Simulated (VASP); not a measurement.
Energy against volume of GaP (zinc blende). All values below come from LDA (Ceperley-Alder, Perdew-Zunger), VASP's LDA PAW potentials (set 64) (plane waves; VASP). Numerical set-up: 520 eV cut-off, 9×9×9 Γ-centred mesh, Gaussian smearing of 0.050 eV, potentials Ga_d P.

| V (Å³/atom) | E (eV/atom) |
|---|---|
| 19.025 | -5.22092 |
| 19.613 | -5.22622 |
| 20.201 | -5.22157 |
| 20.790 | -5.20849 |

Task: Fit these four points and predict the energy of the run at 18.436 Å³/atom.

Result: A cubic in V^(−2/3), the third-order Birch-Murnaghan form, passes through the four points with V0 = 19.62 Å³/atom and B0 = 90 GPa, and gives -5.2038 eV/atom there. The run gave -5.2039 eV/atom, -0.1 meV/atom from the fit; all five points give B0 = 90 GPa.

The compound is GaP in the zinc blende structure. It was relaxed first.
